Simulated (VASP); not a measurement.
Given:

```yaml
crystal:
  lattice:
    - [2.75412, -0.00063, 0.00027]
    - [-1.36791, 5.15270, 0.01111]
    - [-0.01231, -1.88210, 6.36781]
  atoms:
    - { symbol: Mg, position: [0.61023, 0.22157, 0.72059] }
    - { symbol: Pt, position: [0.00401, 0.00192, 0.00290] }
    - { symbol: Pt, position: [0.26968, 0.54543, 0.04378] }
    - { symbol: Pt, position: [0.66879, 0.33389, 0.33296] }
    - { symbol: Pt, position: [0.94391, 0.89255, 0.39497] }
    - { symbol: Pt, position: [0.33671, 0.67130, 0.67146] }
```

All values below come from PBEsol GGA, VASP's PBE PAW potentials (set 64) (plane waves; VASP). Numerical set-up: 400 eV cut-off, 13×7×6 Γ-centred mesh, tetrahedra with Blöchl corrections, potentials Mg Pt.

The cores are frozen, which limits the accuracy of field gradients.

### Question
Give the principal components of the electric field gradient (V/Å²) and the asymmetry η at each nucleus.

### Answer

```json
[
 {"atom": "Mg1", "Vxx": "6.3", "Vyy": "2.5", "Vzz": "-8.7", "η": "0.44"},
 {"atom": "Pt2", "Vxx": "26.1", "Vyy": "17.2", "Vzz": "-43.4", "η": "0.21"},
 {"atom": "Pt3", "Vxx": "-32.2", "Vyy": "-1.7", "Vzz": "33.8", "η": "0.90"},
 {"atom": "Pt4", "Vxx": "12.2", "Vyy": "2.2", "Vzz": "-14.4", "η": "0.69"},
 {"atom": "Pt5", "Vxx": "-11.2", "Vyy": "-9.8", "Vzz": "21.0", "η": "0.06"},
 {"atom": "Pt6", "Vxx": "-41.6", "Vyy": "-11.2", "Vzz": "52.8", "η": "0.57"}
]
```

The structure comes from a computed database's MgPt5 entry; how it stands against other phases isn't given here. It was relaxed first.
